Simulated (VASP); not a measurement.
```yaml
crystal:
  lattice:
    - [3.78223, 0.00000, 0.00000]
    - [0.00000, 3.78223, 0.00000]
    - [0.00000, 0.00000, 5.34109]
  atoms:
    - { symbol: Mg, position: [0.50000, 0.50000, 0.50000] }
    - { symbol: Cd, position: [0.00000, 0.00000, 0.00000] }
    - { symbol: S, position: [0.00000, 0.00000, 0.50000] }
    - { symbol: S, position: [0.50000, 0.50000, 0.00000] }
```

These are r2SCAN meta-GGA, VASP's PBE PAW potentials (set 64) (plane waves; VASP 6.6.1) values and carry that method's errors. Settings: 400 eV cut-off, 7×7×5 Γ-centred mesh, tetrahedra with Blöchl corrections, potentials Mg Cd S.

### Question
Give the energies of bands 8 to 16 at the high-symmetry points, in eV from the valence-band maximum.

### Answer

```csv
band,Γ,X,M,Z,R,A
8,-4.68,-4.14,-4.69,-3.14,-5.64,-3.85
9,-2.38,-4.12,-4.69,-2.68,-4.74,-3.85
10,-2.38,-2.98,-2.44,-1.77,-1.23,-3.43
11,-0.82,-2.48,-2.36,-1.77,-1.13,-3.43
12,-0.81,-1.32,-2.36,-1.46,-0.10,-3.03
13,-0.81,-0.14,-2.31,-1.46,0.00,-2.88
14,1.19,5.21,0.70,3.82,4.13,4.11
15,2.99,5.22,2.54,4.60,4.23,4.86
16,5.14,6.58,5.33,5.60,6.42,7.55
```

The gap is indirect, 0.70 eV, from the valence maximum at R to the conduction minimum at M.

The structure comes from a computed database's MgCdS2 entry (P4/mmm); how it stands against other phases isn't given here. It was relaxed first.
